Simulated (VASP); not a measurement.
Data:

```yaml
crystal:
  lattice:
    - [1.54099, -2.66907, 0.00000]
    - [1.54099, 2.66907, 0.00000]
    - [0.00000, 0.00000, 3.49669]
  atoms:
    - { symbol: Mg, position: [0.00000, 0.00000, 0.00000] }
    - { symbol: B, position: [0.33333, 0.66667, 0.50000] }
    - { symbol: B, position: [0.66667, 0.33333, 0.50000] }
```

Computed with TPSS meta-GGA, VASP's PBE PAW potentials (set 64) (plane waves; VASP 6.6.1). Run with 520 eV cut-off, 13×13×10 Γ-centred mesh, tetrahedra with Blöchl corrections, potentials Mg B.

The cores are frozen, which limits the accuracy of field gradients.

Question: Give the principal components of the electric field gradient (V/Å²) and the asymmetry η at each nucleus.

Answer: 
| atom | Vxx | Vyy | Vzz | η |
|---|---|---|---|---|
| Mg1 | 0.3 | 0.3 | -0.6 | 0.00 |
| B2 | -9.4 | -9.4 | 18.9 | 0.00 |
| B3 | -9.4 | -9.4 | 18.9 | 0.00 |

The compound is MgB2 in the AlB2 type structure. It was relaxed first.
